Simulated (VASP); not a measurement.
Here is the system:

```yaml
crystal:
  lattice:
    - [0.00000, 3.51012, 3.51012]
    - [3.51012, 0.00000, 3.51012]
    - [3.51012, 3.51012, 0.00000]
  atoms:
    - { symbol: K, position: [0.00000, 0.00000, 0.00000] }
    - { symbol: I, position: [0.50000, 0.50000, 0.50000] }
```

Computed with PBEsol GGA, VASP's PBE PAW potentials (set 64) (plane waves; VASP). Numerical set-up: 400 eV cut-off, 8×8×8 Γ-centred mesh, Gaussian smearing of 0.010 eV, potentials K_sv I.

Problem. The job: KI (rock salt), 2 atoms, PBEsol, optics run with many empty bands, 400 eV, 8×8×8 Γ-centred mesh. Roughly how much core time does it take on a busy server core?

Solution. About 20 core-seconds (one run on a shared machine, a rough figure). It had 29 irreducible k-points, 36 bands, up to 1591 plane waves and 14 electronic steps.

The compound is KI in the rock salt structure. It was relaxed first.
